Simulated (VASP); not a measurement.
Given:

```yaml
crystal:
  lattice:
    - [0.00000, 2.29582, 2.29582]
    - [2.29582, 0.00000, 2.29582]
    - [9.15810, 9.15810, 0.02518]
  atoms:
    - { symbol: Zr, position: [0.01050, 0.01050, 0.99212] }
    - { symbol: Zr, position: [0.00000, 0.00000, 0.25000] }
    - { symbol: Zr, position: [0.98950, 0.98950, 0.50788] }
    - { symbol: C, position: [0.50511, 0.50511, 0.12117] }
    - { symbol: C, position: [0.49489, 0.49489, 0.37883] }
    - { symbol: C, position: [0.48467, 0.48467, 0.63650] }
    - { symbol: C, position: [0.51533, 0.51533, 0.86350] }
    - { symbol: Ti, position: [0.00000, 0.00000, 0.75000] }
```

Level of theory: PBEsol GGA, VASP's PBE PAW potentials (set 64) (plane waves; VASP). Run with 520 eV cut-off, Gaussian smearing of 0.050 eV, potentials Zr_sv C Ti_sv.

Problem. Give the energies of bands 24 to 37 at the high-symmetry points, in eV from the Fermi level.

Solution. 
```json
[
 {"band": "24", "Γ": "-2.79", "T": "-2.80", "H2": "-3.82", "L": "-2.85", "S0": "-3.82", "F": "-3.05"},
 {"band": "25", "Γ": "-2.78", "T": "-2.66", "H2": "-2.75", "L": "-2.75", "S0": "-2.75", "F": "-3.01"},
 {"band": "26", "Γ": "-1.89", "T": "-2.66", "H2": "-2.70", "L": "-2.66", "S0": "-2.68", "F": "-2.96"},
 {"band": "27", "Γ": "-1.89", "T": "-0.77", "H2": "-2.65", "L": "-2.64", "S0": "-2.68", "F": "-2.22"},
 {"band": "28", "Γ": "-1.77", "T": "-0.73", "H2": "-2.46", "L": "-2.38", "S0": "-2.46", "F": "-2.21"},
 {"band": "29", "Γ": "-1.77", "T": "-0.48", "H2": "-2.37", "L": "-2.31", "S0": "-2.36", "F": "-1.94"},
 {"band": "30", "Γ": "0.79", "T": "-0.48", "H2": "-2.33", "L": "-1.97", "S0": "-2.33", "F": "-1.87"},
 {"band": "31", "Γ": "0.79", "T": "-0.34", "H2": "-1.97", "L": "-0.84", "S0": "-1.97", "F": "-1.79"},
 {"band": "32", "Γ": "0.91", "T": "-0.34", "H2": "-1.94", "L": "-0.60", "S0": "-1.95", "F": "-0.01"},
 {"band": "33", "Γ": "1.07", "T": "1.00", "H2": "1.83", "L": "0.31", "S0": "1.83", "F": "0.05"},
 {"band": "34", "Γ": "1.07", "T": "1.00", "H2": "2.32", "L": "0.47", "S0": "2.33", "F": "1.40"},
 {"band": "35", "Γ": "1.12", "T": "1.73", "H2": "2.46", "L": "2.55", "S0": "2.45", "F": "1.69"},
 {"band": "36", "Γ": "1.93", "T": "1.73", "H2": "3.20", "L": "2.64", "S0": "3.20", "F": "2.54"},
 {"band": "37", "Γ": "1.93", "T": "1.81", "H2": "3.24", "L": "3.26", "S0": "3.23", "F": "2.95"}
]
```

It has no gap at this level: it comes out as a metal or semimetal.

The structure was generated: TiZr3C4 was put into an ordered model structure (R-3m), which need not be its known phase. It was relaxed first.
